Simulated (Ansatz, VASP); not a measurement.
# Te3As2 (Kalgoorlieite): VASP beside Ansatz, part 2 of 2

One calculation is typed for both programs; each brings its own data sets. How far apart do they land? The cell is taken from a series of runs on this material, whose earlier steps may have relaxed, scaled, displaced or heated it; both programs get it as it stands.

VASP 6.6.1 and Ansatz 0.2.0.

So far: Set-up; Ansatz: single point, LDA, spin-orbit coupling.

## Step 3: VASP: single point, LDA, spin-orbit coupling

Level of this step: LDA, spin-orbit coupling; plane waves and PAW (Te, As) (VASP).

The same cell, functional (in two slightly different forms), mesh and smearing now go to VASP, with its own data sets.

Lines of VASP's logs that name or quote its potential files are left out, and so is its time.

INCAR reads:

```
SYSTEM = Te3As2
PREC = Accurate
ENCUT = 400
EDIFF = 1E-06
NELM = 200
ISMEAR = -1
SIGMA = 0.02
LREAL = .FALSE.
ALGO = Normal
GGA = CA
LNONCOLLINEAR = .TRUE.
MAGMOM = 0 0 0 0 0 0 0 0 0 0 0 0 0 0 0 0 0 0 0 0 0 0 0 0 0 0 0 0 0 0
NBANDS = 76
GGA_COMPAT = .FALSE.
LASPH = .TRUE.
LSORBIT = .TRUE.
LORBIT = 11
LWAVE = .FALSE.
LCHARG = .FALSE.
ISIF = 2
EFERMI = MIDGAP
KPAR = 2
```

POSCAR reads:

```
Te3As2
1.0
    7.1786500000     -2.0099500000      0.0000000000
    7.1786500000      2.0099500000      0.0000000000
   -0.8811692412      0.0000000000      9.8597029250
Te As
6 4
Direct
    0.0289000000      0.0289000000      0.2868000000
    0.9711000000      0.9711000000      0.7132000000
    0.7777000000      0.7777000000      0.3390000000
    0.2223000000      0.2223000000      0.6610000000
    0.3744000000      0.3744000000      0.0355000000
    0.6256000000      0.6256000000      0.9645000000
    0.2026000000      0.2026000000      0.1408000000
    0.7974000000      0.7974000000      0.8592000000
    0.6133000000      0.6133000000      0.4406000000
    0.3867000000      0.3867000000      0.5594000000
```

KPOINTS reads:

```
Automatic mesh
0
Gamma
6 6 2
0 0 0
```

The projector-augmented-wave data sets are Te and As (LDA family, release 64).

Command:

```
> mpirun -np 2 vasp_ncl
```

Numbers of over 12 decimals in the logs are rounded to 6 here.

The log of the run:

```text
[banner, memory and clock lines left out]
running    2 mpi-ranks, on    1 nodes
 distrk:  each k-point on    1 cores,    2 groups
 distr:  one band on    1 cores,    1 groups

 POSCAR found type information on POSCAR TeAs
 POSCAR found :  2 types and      10 ions
 LDA part: xc-table for (Slater(with rela. corr.)+CA(PZ))
 , standard interpolation
 POSCAR, INCAR and KPOINTS ok, starting setup
 FFT: planning ... GRIDC
 FFT: planning ... GRID_SOFT
 FFT: planning ... GRID
 WAVECAR not read
 entering main loop
       N       E                     dE             d eps       ncg     rms          rms(c)
DAV:   1     0.235092198059E+03    0.23509E+03   -0.17942E+04  3952   0.984E+02
DAV:   2    -0.209570893691E+02   -0.25605E+03   -0.24437E+03  4920   0.171E+02
DAV:   3    -0.444826031475E+02   -0.23526E+02   -0.22908E+02  4640   0.542E+01
DAV:   4    -0.452163960303E+02   -0.73379E+00   -0.72410E+00  5232   0.101E+01
DAV:   5    -0.452405149267E+02   -0.24119E-01   -0.24072E-01  5344   0.194E+00    0.161E+01
DAV:   6    -0.451323627759E+02    0.10815E+00   -0.63891E-02  4932   0.114E+00    0.989E+00
DAV:   7    -0.450943285929E+02    0.38034E-01   -0.63673E-02  4704   0.917E-01    0.502E+00
DAV:   8    -0.450905683807E+02    0.37602E-02   -0.10888E-02  4880   0.404E-01    0.355E-01
DAV:   9    -0.450900076609E+02    0.56072E-03   -0.14218E-03  4672   0.158E-01    0.208E-01
DAV:  10    -0.450899524451E+02    0.55216E-04   -0.73034E-04  4704   0.924E-02    0.745E-02
DAV:  11    -0.450899560456E+02   -0.36006E-05   -0.59884E-05  4720   0.305E-02    0.342E-02
DAV:  12    -0.450899554958E+02    0.54982E-06   -0.60694E-06  4732   0.916E-03
   1 F= -.45089955E+02 E0= -.45089933E+02  d E =-.459840E-04  mag=     0.0000     0.0000    -0.0000
```

OUTCAR, selected parts (step 3):

```text
ion  position               nearest neighbor table
   1  0.029  0.029  0.287-   9 2.74   9 2.74   7 2.99
   2  0.971  0.971  0.713-  10 2.74  10 2.74   8 2.99
   3  0.778  0.778  0.339-   9 2.65   7 2.95   7 2.95  10 3.26  10 3.26
   4  0.222  0.222  0.661-  10 2.65   8 2.95   8 2.95   9 3.26   9 3.26
   5  0.374  0.374  0.035-   7 2.76   8 2.82   8 2.82
   6  0.626  0.626  0.965-   8 2.76   7 2.82   7 2.82
   7  0.203  0.203  0.141-   5 2.76   6 2.82   6 2.82   3 2.95   3 2.95   1 2.99
   8  0.797  0.797  0.859-   6 2.76   5 2.82   5 2.82   4 2.95   4 2.95   2 2.99
   9  0.613  0.613  0.441-   3 2.65   1 2.74   1 2.74   4 3.26   4 3.26
  10  0.387  0.387  0.559-   4 2.65   2 2.74   2 2.74   3 3.26   3 3.26

  LATTYP: Found a base centered monoclinic cell.
 ALAT       =    14.3573000000
 B/A-ratio  =     0.2799899703
 C/A-ratio  =     0.6894750406
 COS(beta)  =    -0.0890159856

 Subroutine GETGRP returns: Found  4 space group operations
 (whereof  4 operations were pure point group operations)

The static configuration has the point symmetry C_2h.

 Found     26 irreducible k-points:

   k-points           NKPTS =     26   k-points in BZ     NKDIM =     26   number of bands    NBANDS=     76

   dimension x,y,z NGX =    50 NGY =   50 NGZ =   70
   dimension x,y,z NGXF=   100 NGYF=  100 NGZF=  140

   ENCUT  =  400.0 eV  29.40 Ry    5.42 a.u.  12.16 12.16 16.14*2*pi/ulx,y,z

   NELECT =      56.0000    total number of electrons

 k-points in reciprocal lattice and weights: Automatic mesh
   0.00000000  0.00000000  0.00000000       0.014
   0.16666667  0.00000000  0.00000000       0.056
   0.33333333  0.00000000  0.00000000       0.056
   0.50000000  0.00000000  0.00000000       0.028
   0.16666667  0.16666667  0.00000000       0.028
   0.33333333  0.16666667  0.00000000       0.056
   0.50000000  0.16666667  0.00000000       0.056
  -0.33333333  0.16666667 -0.00000000       0.056
  -0.16666667  0.16666667  0.00000000       0.028
[...]
-0.33333333  0.33333333  0.50000000       0.028
   0.50000000  0.50000000  0.50000000       0.014

 average (electrostatic) potential at core
       1 -89.6779       2 -89.6779       3 -89.5336       4 -89.5336       5 -89.5491
       6 -89.5491       7 -52.9761       8 -52.9761       9 -52.9799      10 -52.9799

 E-fermi :   5.7716

 k-point     1 :       0.0000    0.0000    0.0000
  band No.  band energies     occupation
    ...
     52       5.0860      1.00000
     53       5.2273      1.00000
     54       5.2273      1.00000
     55       5.2692      1.00000
     56       5.2692      1.00000
     57       6.5567      0.00000
     58       6.5567      0.00000
     59       6.8026      0.00000
     60       6.8026      0.00000
     61       7.1969      0.00000
    ...

 k-point     2 :       0.1667    0.0000    0.0000
  band No.  band energies     occupation
    ...
     52       5.0499      1.00000
     53       5.2072      1.00000
     54       5.2072      1.00000
     55       5.4783      1.00000
     56       5.4783      1.00000
     57       6.6064      0.00000
     58       6.6064      0.00000
     59       6.8325      0.00000
     60       6.8325      0.00000
     61       7.0265      0.00000
    ...

 k-point     3 :       0.3333    0.0000    0.0000
  band No.  band energies     occupation
    ...
     52       4.7719      1.00000
     53       4.9848      1.00000
     54       4.9848      1.00000
     55       5.1249      1.00000
     56       5.1249      1.00000
     57       6.5608      0.00000
     58       6.5608      0.00000
     59       6.6328      0.00000
     60       6.6328      0.00000
     61       6.8842      0.00000
    ...

  Total       -2.6735970     -2.6520569     -2.8997931      0.0000000      0.0000000     -0.7397585
  in kB      -15.0551353    -14.9338425    -16.3288549      0.0000000      0.0000000     -4.1656105
  external PRESSURE =     -15.4392776 kB  Pullay stress =       0.0000000 kB

  energy-cutoff  :      400.00
  volume of cell :      284.53
      direct lattice vectors                 reciprocal lattice vectors
     7.178650000 -2.009950000  0.000000000     0.069650979 -0.248762407  0.006224762
     7.178650000  2.009950000  0.000000000     0.069650979  0.248762407  0.006224762
    -0.881169241  0.000000000  9.859702925     0.000000000  0.000000000  0.101422934

 POSITION                                       TOTAL-FORCE (eV/Angst)
 -----------------------------------------------------------------------------------
      0.16221      0.00000      2.82776         0.090186      0.000000     -0.085992
     13.31392      0.00000      7.03194        -0.090186      0.000000      0.085992
     10.86696      0.00000      3.34244         0.090460      0.000000     -0.067682
      2.60917      0.00000      6.51726        -0.090460      0.000000      0.067682
      5.34409      0.00000      0.35002        -0.028659      0.000000     -0.026613
      8.13204      0.00000      9.50968         0.028659      0.000000      0.026613
      2.78472      0.00000      1.38825        -0.035273      0.000000      0.122175
     10.69141      0.00000      8.47146         0.035273      0.000000     -0.122175
      8.41709      0.00000      4.34419        -0.006484      0.000000      0.144153
      5.05904      0.00000      5.51552         0.006484      0.000000     -0.144153
 -----------------------------------------------------------------------------------
    total drift:                                0.000000     -0.000000     -0.000000

  FREE ENERGIE OF THE ION-ELECTRON SYSTEM (eV)
  ---------------------------------------------------
  free  energy   TOTEN  =       -45.0899554958 eV

  energy  without entropy=      -45.0899095118  energy(sigma->0) =      -45.08993250

 Spin-Orbit-Coupling matrix elements
 Ion:    1  E_soc:     -0.2302925
 Ion:    2  E_soc:     -0.2302925
 Ion:    3  E_soc:     -0.2295334
 Ion:    4  E_soc:     -0.2295334
 Ion:    5  E_soc:     -0.2270036
 Ion:    6  E_soc:     -0.2270036
 Ion:    7  E_soc:     -0.0211736
 Ion:    8  E_soc:     -0.0211736
 Ion:    9  E_soc:     -0.0273225
 Ion:   10  E_soc:     -0.0273225

 total charge
# of ion       s       p       d       tot
------------------------------------------
    1        1.415   1.882   0.038   3.335
    2        1.415   1.882   0.038   3.335
    3        1.415   1.893   0.042   3.350
    4        1.415   1.893   0.042   3.350
    5        1.413   1.895   0.037   3.345
    6        1.413   1.895   0.037   3.345
    7        1.376   1.201   0.061   2.638
    8        1.376   1.201   0.061   2.638
    9        1.346   1.261   0.046   2.652
   10        1.346   1.261   0.046   2.652
--------------------------------------------------
tot         13.929  16.265   0.447  30.641

 magnetization (x)
# of ion       s       p       d       tot
------------------------------------------
    1        0.000   0.000   0.000   0.000
    2        0.000   0.000   0.000   0.000
    3        0.000   0.000   0.000   0.000
    4        0.000   0.000   0.000   0.000
    5        0.000   0.000   0.000   0.000
    6        0.000   0.000   0.000   0.000
    7        0.000   0.000   0.000   0.000
    8        0.000   0.000   0.000   0.000
    9        0.000   0.000   0.000   0.000
   10        0.000   0.000   0.000   0.000
--------------------------------------------------
tot          0.000   0.000   0.000   0.000

 magnetization (y)
# of ion       s       p       d       tot
------------------------------------------
    1       -0.000  -0.000   0.000  -0.000
    2       -0.000  -0.000   0.000  -0.000
    3        0.000   0.000   0.000   0.000
    4        0.000   0.000   0.000   0.000
    5       -0.000  -0.000  -0.000  -0.000
    6       -0.000  -0.000  -0.000  -0.000
    7       -0.000   0.000  -0.000   0.000
    8       -0.000   0.000  -0.000   0.000
    9        0.000   0.000   0.000   0.000
   10        0.000   0.000   0.000   0.000
--------------------------------------------------
tot         -0.000  -0.000  -0.000  -0.000

 magnetization (z)
# of ion       s       p       d       tot
------------------------------------------
    1        0.000   0.000   0.000   0.000
    2        0.000   0.000   0.000   0.000
    3        0.000   0.000   0.000   0.000
    4        0.000   0.000   0.000   0.000
    5        0.000   0.000   0.000   0.000
    6        0.000   0.000   0.000   0.000
    7        0.000   0.000   0.000   0.000
    8        0.000   0.000   0.000   0.000
    9        0.000   0.000   0.000   0.000
   10        0.000   0.000   0.000   0.000
--------------------------------------------------
tot          0.000   0.000   0.000   0.000

[... 3 further parts left out ...]
```

The run ends at a pressure of -1.54 GPa, with forces up to 0.14 eV/Å.

## Step 4: Side by side

Known differences besides the potentials themselves: spin-orbit coupling enters by fully relativistic files in Ansatz and inside the spheres in VASP; the two LDA forms differ slightly; the data sets hold 156 valence electrons in Ansatz (on its fully relativistic PAW (standard-fr) files) and 56 in VASP; the cutoff is 420 eV in Ansatz and 400 eV in VASP; VASP's log shows a relativistic correction to its local exchange, Ansatz's none. Total energies have different zeros and are not compared.

Compared:

| quantity | Ansatz | VASP | difference |
| --- | --- | --- | --- |
| gap on the k mesh (eV) | 0.223 | 0.227 | -0.004 |

A gap on the mesh is an upper bound, since the band edges may lie between its points.

## Step 5: Outcome

```json
{"difference in gap on the k mesh (single point, LDA, spin-orbit coupling)": "-0.0037 eV"}
```

**Reading.** The difference in gap on the k mesh is -0.0037 eV (single point, LDA, spin-orbit coupling), within the 0.08 eV picked in this series as the mark of a large difference. The data sets hold unlike numbers of valence electrons (156 in Ansatz and 56 in VASP), so part of the differences comes from the potentials. How closely two codes agree says nothing of how well the functional describes the real material.

[Lines on the potential files, build, host, timing and source positions are cut from VASP's logs without a mark.]

[Logs are printed without paths, hosts, clocks, repeated set-up lines and the standing remarks that a program may print on its own settings, such as how far it seeks lower states.]

[Hosts, paths, dates, database ids (printed as entryN), source tags and the programs' standing remarks are cut or masked in the printed files.]
